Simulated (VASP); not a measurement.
Crystal: Ga4As3P.

```
Ga P As
1.0
     0.00000    4.47252    4.47252
     4.47252    0.00000    4.47252
     4.47252    4.47252    0.00000
Ga P As
4 1 3
Direct
  0.87028 0.38915 0.87028
  0.87028 0.87028 0.87028
  0.38915 0.87028 0.87028
  0.87028 0.87028 0.38915
  0.00000 0.00000 0.00000
  0.75000 0.75000 0.75000
  0.50000 0.50000 0.50000
  0.25000 0.25000 0.25000
```

The cell was built by a generator and needn't be a form met in nature.

| Item | Value |
| --- | --- |
| Program | VASP 6.6.1 |
| Task | relaxation of cell and atoms |
| Functional | PBE |
| Potentials or basis | VASP PAW PBE potentials, release 64 (Ga_d, P, As) |
| Cutoff | 520 eV |
| k mesh | 3 × 3 × 3 |
| Occupations | gaussian, width 0.15 eV |
| Spin | no spin polarisation |

At the start: pressure 38.6 GPa; volume 22.37 Å³/atom.

Question: Where does the relaxation end?

Answer: Over 11 steps the energy falls by 1243.8 meV/atom and the volume is 40.68 Å³/atom (+81.9 %); space group F-43m (No. 216, to 0.05 Å).

Step by step:
```
step  energy change (eV)  largest force (eV/Å)  pressure (GPa)  volume (Å³)
   1              0.0000                9.7171           38.57       178.93
   2             -2.8191                9.2960            4.97       357.71
   3             -4.5480                8.7324            5.20       326.58
   4             -5.5808                8.1576            5.24       303.03
   5             -7.2600                5.3963            9.41       235.56
   6             -9.8639                0.8923           -0.06       321.98
   7             -9.9195                0.3816            0.51       304.37
   8             -9.9195                0.4826            0.56       306.28
   9             -9.9168                0.5605            0.35       308.84
  10             -9.9496                0.2324            0.06       317.41
  11             -9.9503                0.0149           -0.19       325.41
```

Final structure:
```cif
data_structure
_symmetry_space_group_name_H-M 'P 1'
_symmetry_Int_Tables_number 1
_cell_length_a 7.7206
_cell_length_b 7.7206
_cell_length_c 7.7206
_cell_angle_alpha 60.000
_cell_angle_beta 60.000
_cell_angle_gamma 60.000
_cell_volume 325.41
loop_
_atom_site_label
_atom_site_type_symbol
_atom_site_fract_x
_atom_site_fract_y
_atom_site_fract_z
_atom_site_occupancy
Ga1 Ga 0.87802 0.36594 0.87802 1
Ga2 Ga 0.87802 0.87802 0.87802 1
Ga3 Ga 0.36594 0.87802 0.87802 1
Ga4 Ga 0.87802 0.87802 0.36594 1
P1 P 0.00000 0.00000 0.00000 1
As1 As 0.75000 0.75000 0.75000 1
As2 As 0.50000 0.50000 0.50000 1
As3 As 0.25000 0.25000 0.25000 1
```

Caveat: the k mesh is coarse (spacing up to 0.41 Å⁻¹), so the values aren't converged; the volume moved by over 15 % at a fixed basis, so the end points are rough.
